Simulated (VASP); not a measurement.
Output of a VASP run:

OUTCAR:
```
 ion  position               nearest neighbor table
   1  0.333  0.667  0.250-   2 2.89   2 2.89   2 2.89   2 2.89   2 2.89   2 2.89
   2  0.667  0.333  0.750-   1 2.89   1 2.89   1 2.89   1 2.89   1 2.89   1 2.89
  LATTYP: Found a hexagonal cell.
 ALAT       =     2.9500000510
 C/A-ratio  =     1.5864406506
 Subroutine PRICEL returns:
 Original cell was already a primitive cell.
 Subroutine GETGRP returns: Found 24 space group operations
The static configuration has the point symmetry D_3d.
 The point group associated with its full space group is D_6h.
The dynamic configuration has the point symmetry D_3d.
 Subroutine INISYM returns: Found 24 space group operations
 Subroutine IBZKPT returns following result:
 Found     84 irreducible k-points:

 Following reciprocal coordinates:
            Coordinates               Weight
  0.000000  0.000000  0.000000      1.000000
  0.076923  0.000000  0.000000      6.000000
  0.153846  0.000000  0.000000      6.000000
  0.230769  0.000000  0.000000      6.000000
  0.307692  0.000000  0.000000      6.000000
  0.384615  0.000000  0.000000      6.000000
  0.461538 -0.000000  0.000000      6.000000
  0.076923  0.076923  0.000000      6.000000
  0.153846  0.076923  0.000000     12.000000
  0.230769  0.076923  0.000000     12.000000
  0.307692  0.076923  0.000000     12.000000
  0.384615  0.076923  0.000000     12.000000
  0.461538  0.076923  0.000000      6.000000
  0.153846  0.153846  0.000000      6.000000
  0.230769  0.153846  0.000000     12.000000
  0.307692  0.153846  0.000000     12.000000
  0.384615  0.153846  0.000000     12.000000
  0.230769  0.230769  0.000000      6.000000
  0.307692  0.230769  0.000000     12.000000
  0.384615  0.230769  0.000000      6.000000
  0.307692  0.307692  0.000000      6.000000
  0.000000  0.000000  0.142857      2.000000
  0.076923  0.000000  0.142857     12.000000
  0.153846  0.000000  0.142857     12.000000
  0.230769  0.000000  0.142857     12.000000
  0.307692  0.000000  0.142857     12.000000
  0.384615  0.000000  0.142857     12.000000
  0.461538 -0.000000  0.142857     12.000000
  0.076923  0.076923  0.142857     12.000000
  0.153846  0.076923  0.142857     24.000000
  0.230769  0.076923  0.142857     24.000000
  0.307692  0.076923  0.142857     24.000000
  0.384615  0.076923  0.142857     24.000000
  0.461538  0.076923  0.142857     12.000000
  0.153846  0.153846  0.142857     12.000000
  0.230769  0.153846  0.142857     24.000000
  0.307692  0.153846  0.142857     24.000000
  0.384615  0.153846  0.142857     24.000000
  0.230769  0.230769  0.142857     12.000000
  0.307692  0.230769  0.142857     24.000000
   k-points           NKPTS =     84   k-points in BZ     NKDIM =     84   number of bands    NBANDS=     16
   number of dos      NEDOS =    301   number of ions     NIONS =      2
   total plane-waves  NPLWV =  20736
   dimension x,y,z NGX =    24 NGY =   24 NGZ =   36
   dimension x,y,z NGXF=    48 NGYF=   48 NGZF=   72
   ions per type =               2
   PREC   = accura    normal or accurate (medium, high low for compatibility)
   ISTART =      0    job   : 0-new  1-cont  2-samecut
   ICHARG =      2    charge: 1-file 2-atom 10-const
   ISPIN  =      1    spin polarized calculation?
   LNONCOLLINEAR =      F non collinear calculations
   LSORBIT =      F    spin-orbit coupling
   INIWAV =      1    electr: 0-lowe 1-rand  2-diag
   ENCUT  =  520.0 eV  38.22 Ry    6.18 a.u.   5.49  5.49  8.70*2*pi/ulx,y,z
   NELM   =    100;   NELMIN=  2; NELMDL= -5     # of ELM steps
   EDIFF  = 0.1E-05   stopping-criterion for ELM
   LREAL  =      F    real-space projection
   NLSPLINE    = F    spline interpolate recip. space projectors
   LMAXMIX     =    4 max onsite mixed and CHGCAR
   VOSKOWN=      0    Vosko Wilk Nusair interpolation
   EDIFFG = -.1E-01   stopping-criterion for IOM
   NSW    =     60    number of steps for IOM
...
```

OSZICAR:
```
...
DAV:   4    -0.170988750742E+02   -0.32820E-07   -0.28487E-05  3176   0.800E-02    0.449E-03
DAV:   5    -0.170988747997E+02    0.27449E-06   -0.11225E-06  2320   0.113E-02
   6 F= -.17098875E+02 E0= -.17098952E+02  d E =-.242882E-03
       N       E                     dE             d eps       ncg     rms          rms(c)
DAV:   1    -0.170989276246E+02   -0.52550E-04   -0.29268E-03  2824   0.779E-01    0.509E-02
DAV:   2    -0.170988936038E+02    0.34021E-04   -0.17330E-04  2728   0.167E-01    0.259E-02
DAV:   3    -0.170988792377E+02    0.14366E-04   -0.51303E-05  4000   0.746E-02    0.327E-03
DAV:   4    -0.170988792354E+02    0.22260E-08   -0.42385E-06  2680   0.310E-02
   7 F= -.17098879E+02 E0= -.17098962E+02  d E =-.247317E-03
       N       E                     dE             d eps       ncg     rms          rms(c)
DAV:   1    -0.170989042878E+02   -0.25050E-04   -0.15973E-03  2848   0.576E-01    0.378E-02
DAV:   2    -0.170988855806E+02    0.18707E-04   -0.95206E-05  2720   0.124E-01    0.192E-02
DAV:   3    -0.170988777068E+02    0.78738E-05   -0.28084E-05  3960   0.552E-02    0.243E-03
DAV:   4    -0.170988777011E+02    0.57521E-08   -0.22964E-06  2168   0.232E-02
   8 F= -.17098878E+02 E0= -.17098964E+02  d E =-.245783E-03
       N       E                     dE             d eps       ncg     rms          rms(c)
DAV:   1    -0.170988869618E+02   -0.92550E-05   -0.46495E-04  2808   0.310E-01    0.205E-02
DAV:   2    -0.170988812960E+02    0.56659E-05   -0.27510E-05  2720   0.670E-02    0.104E-02
DAV:   3    -0.170988789832E+02    0.23128E-05   -0.82970E-06  3648   0.300E-02    0.126E-03
DAV:   4    -0.170988789836E+02   -0.39790E-09   -0.64661E-07  1440   0.130E-02
   9 F= -.17098879E+02 E0= -.17098963E+02  d E =-.247066E-03
       N       E                     dE             d eps       ncg     rms          rms(c)
DAV:   1    -0.171006204962E+02   -0.17415E-02   -0.42710E-02  4280   0.288E+00    0.364E-01
DAV:   2    -0.170988626594E+02    0.17578E-02   -0.77463E-03  3784   0.106E+00    0.990E-02
DAV:   3    -0.170987916374E+02    0.71022E-04   -0.12439E-03  3816   0.246E-01    0.345E-02
DAV:   4    -0.170988349073E+02   -0.43270E-04   -0.21505E-04  3680   0.111E-01    0.145E-02
DAV:   5    -0.170988659773E+02   -0.31070E-04   -0.63178E-05  3528   0.566E-02    0.195E-02
DAV:   6    -0.170988772416E+02   -0.11264E-04   -0.28098E-05  3944   0.425E-02    0.502E-03
DAV:   7    -0.170988785883E+02   -0.13467E-05   -0.34718E-06  2536   0.141E-02    0.988E-04
DAV:   8    -0.170988787464E+02   -0.15809E-06   -0.48495E-07  1392   0.737E-03
  10 F= -.17098879E+02 E0= -.17098959E+02  d E =0.237224E-06
       N       E                     dE             d eps       ncg     rms          rms(c)
DAV:   1    -0.170993577818E+02   -0.47919E-03   -0.11220E-02  4352   0.147E+00    0.188E-01
DAV:   2    -0.170988918736E+02    0.46591E-03   -0.20129E-03  3776   0.543E-01    0.510E-02
DAV:   3    -0.170988725468E+02    0.19327E-04   -0.32686E-04  3800   0.125E-01    0.177E-02
DAV:   4    -0.170988838509E+02   -0.11304E-04   -0.56358E-05  3600   0.568E-02    0.739E-03
DAV:   5    -0.170988917468E+02   -0.78958E-05   -0.15764E-05  3512   0.284E-02    0.984E-03
DAV:   6    -0.170988947216E+02   -0.29748E-05   -0.74283E-06  3416   0.214E-02    0.253E-03
DAV:   7    -0.170988950752E+02   -0.35361E-06   -0.71955E-07  1464   0.739E-03
  11 F= -.17098895E+02 E0= -.17098978E+02  d E =-.160916E-04
```

OUTCAR:
```
------------------------ aborting loop because EDIFF is reached ----------------------------------------
  FORCE on cell =-STRESS in cart. coord.  units (eV):
  Direction    XX          YY          ZZ          XY          YZ          ZX
  --------------------------------------------------------------------------------------
  Total       -0.0011158     -0.0011158     -0.0076055      0.0000000      0.0000000     -0.0000000
  in kB       -0.0555868     -0.0555868     -0.3789026      0.0000000      0.0000000     -0.0000000
  external PRESSURE =      -0.1633587 kB  Pullay stress =       0.0000000 kB
  volume of cell :       32.16
      direct lattice vectors                 reciprocal lattice vectors
     1.427976994 -2.473328758 -0.000000000     0.350145697 -0.202156708  0.000000000
     1.427976994  2.473328758  0.000000000     0.350145697  0.202156708  0.000000000
    -0.000000000  0.000000000  4.552773477     0.000000000 -0.000000000  0.219646333
 POSITION                                       TOTAL-FORCE (eV/Angst)
 -----------------------------------------------------------------------------------
      1.42798      0.82444      1.13819        -0.000000      0.000000      0.000000
      1.42798     -0.82444      3.41458         0.000000     -0.000000     -0.000000
 -----------------------------------------------------------------------------------
    total drift:                                0.000162      0.001047     -0.000018
  FREE ENERGIE OF THE ION-ELECTRON SYSTEM (eV)
  ---------------------------------------------------
  free  energy   TOTEN  =       -17.0988950752 eV

  energy  without entropy=      -17.0991429663  energy(sigma->0) =      -17.09897771

 reached required accuracy - stopping structural energy minimisation
```
(Selected blocks of OUTCAR.)

POSCAR:
```
Ti
1
    1.4750000000    -2.5547750000     0.0000000000
    1.4750000000     2.5547750000     0.0000000000
    0.0000000000     0.0000000000     4.6800000000
Ti
2
Direct
  0.3333330000   0.6666670000   0.2500000000
  0.6666670000   0.3333330000   0.7500000000
```

Q: Reconstruct the remaining input files.

A: This is not unique; one that fits is the input of the run itself, LDA (Ceperley-Alder, Perdew-Zunger), plane waves, VASP's LDA PAW potentials (set 64).

KPOINTS:
```
Automatic mesh
0
Gamma
13 13 7
0 0 0
```

### INCAR
```
LCHARG=.FALSE.
NSW=60
ISMEAR=1   ! Methfessel-Paxton
EDIFF=1E-6   ! SCF stop (eV)
SIGMA=0.1   ! width (eV)
LMAXMIX=4
ISIF=3   ! ions, shape and volume
LASPH=.TRUE.   ! aspherical one-centre terms
IBRION=2   ! conjugate gradients
NELM=100
PREC=Accurate
EDIFFG=-0.01   ! ionic stop
ALGO=Normal   ! blocked Davidson
ENCUT=520
LWAVE=.FALSE.
LREAL=.FALSE.   ! projection in real space or not
SYSTEM=Ti
```

POTCAR, in this order: Ti_sv (LDA.64 set). Program: vasp_std.

Energy and stress use the plane-wave basis of the starting cell.

The compound is Ti in the hcp structure. This run relaxes it. Symmetry was kept, so distortions that lower it aren't found.
